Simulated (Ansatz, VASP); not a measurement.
# AlNi in two plane-wave programs, part 2 of 2

One calculation is typed for both programs; each brings its own data sets. How far apart do they land? The cell is taken from a series of runs on this material, whose earlier steps may have relaxed, scaled, displaced or heated it; both programs get it as it stands.

VASP 6.6.1 and Ansatz 0.2.0.

So far: The structure; VASP: zone-centre phonons, LDA.

## (3) Ansatz: zone-centre phonons, LDA

Level of this step: Ansatz beside VASP: Kohn-Sham DFT, plane waves, LDA (Ansatz).

Ansatz runs on its PAW soft_1 files.

The same cell, functional (in two slightly different forms), mesh and smearing now go to Ansatz, which takes its cutoff from its data sets.

File input.yaml:

```yaml
crystal:
  lattice:
    - [2.7656258764, -0.0469859242, 0.0]
    - [-0.0469859242, 2.7656258764, 0.0]
    - [0.0, 0.0, 2.9312215361]
  atoms:
    - { symbol: Al, position: [0.0, 0.0, 0.0] }
    - { symbol: Ni, position: [0.5, 0.5, 0.5] }
kpoints:
  mp_grid: { grid: [16, 16, 16] }
hamiltonian:
  xc: lda
  pseudopotentials: { kind: paw, azcp: { folder: soft_1 }, xc_functional: pbe }
scf:
  occupations: { method: methfessel_paxton, width: 0.2 }
output:
  eigenvalues: true
phonons:
  method: dfpt
```

On the command line:

```
$ ansatz run input.yaml --threads 4 --pin off --max-ram 10240MiB --backend cpu --events-out ev --progress --plain --runs-dir out
```

Numbers of over 12 decimals in the logs are rounded to 6 here.

Log:

```text
zone centre: on kpoints.mp_grid the ground state, and the responses unless they are solved on pairs of k-points, stand on 1170 of the mesh's 4096 k-points, reduced under 4 symmetry operations, with k and −k counted as one. Each operation leaves every solved displacement unchanged or reverses it
Engine: ansatz 0.2.0, x86_64-unknown-linux-gnu
Pseudopotentials: kind: paw
Pseudopotential: Al, paw, valence charge 3, recommended cutoff 420 eV (normal), soft_1/Al.paw.azcp
Pseudopotential: Ni, paw, valence charge 18, recommended cutoff 420 eV (normal), soft_1/Ni.paw.azcp
Functional definition: SPW92
  exchange = slater_x
  correlation = pw_c
Crystal: 2 atoms, lattice volume = 22.414 Å³
Basis set: ecut = 420 eV, 441 PW (Γ), exchange–correlation on 40×40×40 points (8 copies of the dense FFT grid, shifted against one another)
Bands: 15, of which v1, the nominal top of the filled ones, is band 11 counted from 1 (10 counted from 0)
Symmetry: 8 space group operations
k-points: 1170 of 4096 (irreducible under 4 space group operations)
Non-local potential: Al, projectors of the file, l = 0: 2, l = 1: 2, l = 2: 1
Non-local potential: Ni, projectors of the file, l = 0: 3, l = 1: 2, l = 2: 3, l = 3: 1
PAW form: soft (Blöchl's): semilocal exchange-correlation on the pseudo side does not see the compensation charge
PAW frozen core: Al, regenerated for the run's functional, and the local potential with it (the file was generated under x = pbe(κ = 0.804, μ = 0.219515), c = pbe(β = 0.066725))
PAW frozen core: Ni, regenerated for the run's functional, and the local potential with it (the file was generated under x = pbe(κ = 0.804, μ = 0.219515), c = pbe(β = 0.066725))
PAW one-centre angular grid: Al, 110 points (default); XC on 64 Gauss nodes
PAW one-centre angular grid: Ni, 590 points (default); XC on 64 Gauss nodes
Initial density: superposition of atomic densities (chi_scale 0.1, normalization cell, long waves kept (reshape's long-wave potential 0.00 eV rms))
Initial wavefunctions: pseudopotential atomic-orbital guess
Functional: x = slater, c = lda
SCF iter   1: F=—  HF=-6288.021387 eV  |F-HF|=—  |Δ(HF+E_count)|=         —  Δρ=7.00e-2  dr2=1.20e0  ethr=3.10e-3  ⟨swp⟩=4.0  Hψ=77707  notcnv=0
preconditioner: auto → none  [metal: Δε(μ)=0.013 eV  Ē_g=10.600 eV  σ=0.200 eV  W_gap=0.06  n_scr=6 (ndim 8)  ℏωp=28.3 eV  f_vac=0.000  D(μ)=0.71/eV (n_scr^D=6)  sad-step TF]
SCF iter   2: F=—  HF=-6287.853144 eV  |F-HF|=—  |Δ(HF+E_count)|=   1.68e-1  S|Δr|=    0.00e0  Δρ=5.63e-2  dr2=7.91e-1  ethr=3.10e-3  ⟨swp⟩=2.0  Hψ=31329  notcnv=0  defer=227
SCF iter   3: F=—  HF=-6287.657983 eV  |F-HF|=—  |Δ(HF+E_count)|=   1.95e-1  S|Δr|=    0.00e0  Δρ=1.43e-2  dr2=4.96e-2  ethr=3.10e-3  ⟨swp⟩=2.0  Hψ=22241  notcnv=0  defer=227
SCF iter   4: F=—  HF=-6287.648060 eV  |F-HF|=—  |Δ(HF+E_count)|=   9.92e-3  S|Δr|=    0.00e0  Δρ=3.49e-3  dr2=1.46e-3  ethr=2.36e-4  ⟨swp⟩=1.1  Hψ=26676  notcnv=0  defer=236
SCF iter   5: F=—  HF=-6287.648182 eV  |F-HF|=—  |Δ(HF+E_count)|=   1.22e-4  S|Δr|=    0.00e0  Δρ=1.88e-3  dr2=3.77e-4  ethr=6.94e-6  ⟨swp⟩=2.2  Hψ=24315  notcnv=0  defer=239
SCF iter   6: F=—  HF=-6287.648082 eV  |F-HF|=—  |Δ(HF+E_count)|=   1.00e-4  S|Δr|=    0.00e0  Δρ=3.87e-4  dr2=1.74e-5  ethr=1.79e-6  ⟨swp⟩=2.3  Hψ=25243  notcnv=0  defer=238
SCF iter   7: F=—  HF=-6287.648075 eV  |F-HF|=—  |Δ(HF+E_count)|=   6.16e-6  S|Δr|=    0.00e0  Δρ=3.90e-5  dr2=1.85e-7  ethr=8.29e-8  ⟨swp⟩=2.2  Hψ=24202  notcnv=0  defer=238
SCF iter   8: F=—  HF=-6287.648090 eV  |F-HF|=—  |Δ(HF+E_count)|=   1.48e-5  S|Δr|=    0.00e0  Δρ=2.19e-6  dr2=5.71e-10  ethr=8.82e-10  ⟨swp⟩=2.2  Hψ=26042  notcnv=0  defer=239
SCF iter   9: F=-6287.648090 eV  HF=-6287.648090 eV  |F-HF|=1.82e-12  |Δ(HF+E_count)|=  7.55e-11  S|Δr|=    0.00e0  Δρ=1.56e-7  dr2=2.42e-12  ethr=1.00e-12  ⟨swp⟩=5.2  Hψ=87976  notcnv=0
SCF 1 converged in 9 iterations: F = -6287.648090 eV  dr2 = 2.42e-12
  greatest PAW one-centre occupation: 1.001 electrons in one spin orbital (limit 2), on the Ni atom at site 1 (counted from 0), in its partial waves of l = 1
DFPT response loops at Γ: preconditioner auto → Kerker (q_TF=auto, 2.699 Å⁻¹) (partly filled bands, converged f_vac=0.000); β = 1.00, the filter's whole step (`scf.mixing.beta` (0.50) is not read by the response loops under this deck's `scf.mixing.preconditioner`; to damp them name `kerker` or `kerker_dos`, under which they read `scf.mixing.beta`, and type it under 1.00, their step now; both keys bind the ground state too); Broyden in place of MSR1
SCF converged after 9 iterations
Stability not checked: this state was not tested for a lower state beside it, because cold or Methfessel-Paxton smearing, or corrected tetrahedra, fill the levels in a way that the test cannot read (fill_not_monotonic; see scf.lower_state_search)
Free energy (F): -6287.648090 eV
Harris-Foulkes:  -6287.648090 eV  (|F-HF|=1.82e-12)
Internal energy: -6287.647125 eV  (E = F + TS)
E sigma→0 (E₀):  -6287.647849 eV
Entropy (-TS):   -0.000965 eV (-0.483 meV/atom)
Fermi energy:    14.658630 eV
--- Per-component energies (eV) ---
  E_band       = -322.159664
  E_kinetic    = 371.519880
  E_local      = -3665.008463  (includes V_loc(G=0)·N_el)
  E_nonlocal   = -101.712845
  E_hartree    = 1929.351455
  E_xc         = -152.686237
  E_vxc        = -179.013255  (∫ρ·V_xc dr)
  E_paw        = -2037.670306  (= ΣΔE_a)
  E_vpaw       = -606.648667  (= ΣTr[D̂ρ^β])
  E_aug_tail   = 0.000870  (compensation charges beyond the density's cutoff)
  E_ewald      = -2631.931317
  E_core_change = 0.489838  (= ΣΔE_core)
  E_smearing   = -0.000965  (= −TS)
  E_closure    = -0.000000  (closes the sum)
  Σ components = -6287.648090   (vs F -6287.648090, Δ=0.00e0)
--- Band table (eV; the first three rows and the last of 1170) ---
  k-point 0: bands = [... 7 lower, 12.8716, 12.9693, 13.0921, 19.0029, 21.0352, 21.2487, 22.6863, 23.2837]
  k-point 1: bands = [... 7 lower, 12.8446, 12.9439, 13.0948, 18.3824, 21.1258, 21.3366, 23.2775, 23.3340]
  k-point 2: bands = [... 7 lower, 12.7693, 12.8731, 13.1024, 17.1775, 21.3929, 21.5956, 23.2591, 24.5983]
  k-point 1169: bands = [... 7 lower, 13.5011, 13.6731, 16.4066, 16.4684, 16.9313, 18.9157, 19.0362, 19.4535]
--- Phonons (Γ-DFPT): 4 representative perturbations + reference, on 1170 of 4096 k-points (Σ response iterations 12) ---
  k mesh reduced under 4 symmetry operations, with k and −k counted as one. Each operation leaves every solved displacement unchanged or reverses it
  ASR residual: 1.336e-4 → 0.000e0 eV/Å²; symmetrization residual: 3.683e-7 eV/Å²
  ASR residual per site (eV/Å²): 1.15e-5 1.34e-4
  Γ frequencies (cm⁻¹): 0.00 0.00 0.00 288.37 320.01 333.74
  non-analytic LO–TO correction: not included (Born effective charges unavailable; polar crystals: no LO–TO splitting at Γ)
```

Reading the cycles: dr2 is the Hartree energy of the density residual (eV), the measure of convergence; HF is the Harris–Foulkes estimate of the energy, which meets the free energy F at convergence.

## (4) Differences

Known differences besides the potentials themselves: the data sets hold 21 valence electrons in Ansatz (on its PAW soft_1 files) and 13 in VASP; the cutoff is 420 eV in Ansatz and 600 eV in VASP; VASP's log shows a relativistic correction to its local exchange, Ansatz's none. Total energies have different zeros and are not compared.

Both answers:

```
             quantity  Ansatz   VASP  difference
optical mode 1 (cm⁻¹)   288.4  290.1     -0.61 %
optical mode 2 (cm⁻¹)   320.0  322.5     -0.78 %
optical mode 3 (cm⁻¹)   333.7  335.9     -0.64 %
```

Modes are paired by rising frequency, not by their patterns, so a pair may set unlike modes beside each other; they are those without the splitting of longitudinal modes.

## (5) Outcome

```yaml
r_m_s_difference_of_the_optical_zone_centre_modes_each_program_s_sorted_by_frequency_zone_centre_phonons_lda: 2.2 cm⁻¹
difference_in_optical_mode_2_zone_centre_phonons_lda: -0.8 %
```

**Reading.** The r.m.s. difference of the optical zone-centre modes, each program's sorted by frequency is 2.2 cm⁻¹ (zone-centre phonons, LDA). The data sets hold unlike numbers of valence electrons (21 in Ansatz and 13 in VASP), so part of the differences comes from the potentials. Among the rows given in per cent, the largest difference of the zone-centre phonons, LDA pair is in optical mode 2, -0.8 %. How closely two codes agree says nothing of how well the functional describes the real material.

[Lines on the potential files, build, host, timing and source positions are cut from VASP's logs without a mark.]

[Logs are printed without paths, hosts, clocks, repeated set-up lines and the standing remarks that a program may print on its own settings, such as how far it seeks lower states.]

[Hosts, paths, dates, database ids (printed as entryN), source tags and the programs' standing remarks are cut or masked in the printed files.]
